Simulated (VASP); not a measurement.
A convergence study with VASP on LiCl: one setting is varied, all else stays as given below, so the limit is that of these other settings.

```yaml
crystal:
  lattice:
    - [3.64543, 0.00000, 0.00000]
    - [-3.64543, 3.64543, 0.00000]
    - [0.00000, 0.00000, 21.73310]
  atoms:
    - { symbol: Cl, position: [0.00000, 0.50000, 0.44070] }
    - { symbol: Cl, position: [0.00000, 0.00000, 0.32209] }
    - { symbol: Cl, position: [0.00000, 0.50000, 0.67791] }
    - { symbol: Cl, position: [0.00000, 0.00000, 0.55930] }
    - { symbol: Li, position: [0.00000, 0.00000, 0.44070] }
    - { symbol: Li, position: [0.00000, 0.50000, 0.32209] }
    - { symbol: Li, position: [0.00000, 0.00000, 0.67791] }
    - { symbol: Li, position: [0.00000, 0.50000, 0.55930] }
```

Level of theory: PBEsol GGA, VASP's PBE PAW potentials (set 64) (plane waves; VASP). The tightest run used: 800 eV cut-off, 9×9×1 Γ-centred mesh, Fermi-Dirac smearing of 0.050 eV, potentials Cl Li_sv.

Gaps are read on the run's mesh, which can miss a band edge.

```csv
setting,E (eV/atom),gap on the mesh (eV),plane waves
ENCUT = 200,-5.9710,5.620,1876
ENCUT = 240,-4.8815,5.657,2475
ENCUT = 280,-4.2414,5.648,3101
```

### Question
These are the cheaper rows. Estimate the results at ENCUT = 800, and how far the last row shown lies from them.

### Answer

```csv
quantity,tightest run,last row shown is off by
E (eV/atom),-3.7672,-0.4742
gap on the mesh (eV),5.451,0.196
```

Left out are rungs that failed or repeat a setting and relaxations that didn't move; long series are thinned to 24 rows.

The cell is a sheet or thin cut with vacuum, built from a generated structure.
